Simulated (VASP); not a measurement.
OSZICAR of a VASP run on KI (space group Fm-3m):

OSZICAR:
```
       N       E                     dE             d eps       ncg     rms          rms(c)
DAV:   1     0.664752511480E+02    0.66475E+02   -0.49107E+03   480   0.744E+02
DAV:   2    -0.176284114008E+01   -0.68238E+02   -0.65440E+02   632   0.196E+02
DAV:   3    -0.547372820531E+01   -0.37109E+01   -0.36981E+01   644   0.432E+01
DAV:   4    -0.560925357332E+01   -0.13553E+00   -0.13542E+00   788   0.828E+00
DAV:   5    -0.561100254307E+01   -0.17490E-02   -0.17490E-02   644   0.769E-01    0.349E+00
DAV:   6    -0.553307624825E+01    0.77926E-01   -0.11368E-01   576   0.218E+00    0.247E+00
DAV:   7    -0.553092266757E+01    0.21536E-02   -0.13330E-01   596   0.211E+00    0.792E-01
DAV:   8    -0.553531161890E+01   -0.43890E-02   -0.14791E-02   612   0.856E-01    0.103E-01
DAV:   9    -0.553575918773E+01   -0.44757E-03   -0.74532E-04   612   0.188E-01    0.752E-02
DAV:  10    -0.553598749912E+01   -0.22831E-03   -0.21255E-04   572   0.939E-02    0.220E-02
DAV:  11    -0.553601456246E+01   -0.27063E-04   -0.43530E-05   572   0.405E-02    0.121E-02
DAV:  12    -0.553601391304E+01    0.64941E-06   -0.43808E-06   612   0.182E-02
   1 F= -.55360139E+01 E0= -.55360139E+01  d E =-.471433E-10
```

Which electronic solver shows in the log?

It is blocked Davidson (ALGO = Normal, or the opening steps of other solvers). The INCAR had ALGO = Normal.

Can the final energy be trusted as converged?

The calculation finished and met its thresholds. It stopped with EDIFF = 1E-6, NELM = 100 (PBE GGA, plane waves, VASP's PBE PAW potentials (set 64)).

The structure comes from a computed database's KI entry; how it stands against other phases isn't given here. The cell was not relaxed at this level, and its volume differs by -5.9 % from the start's.
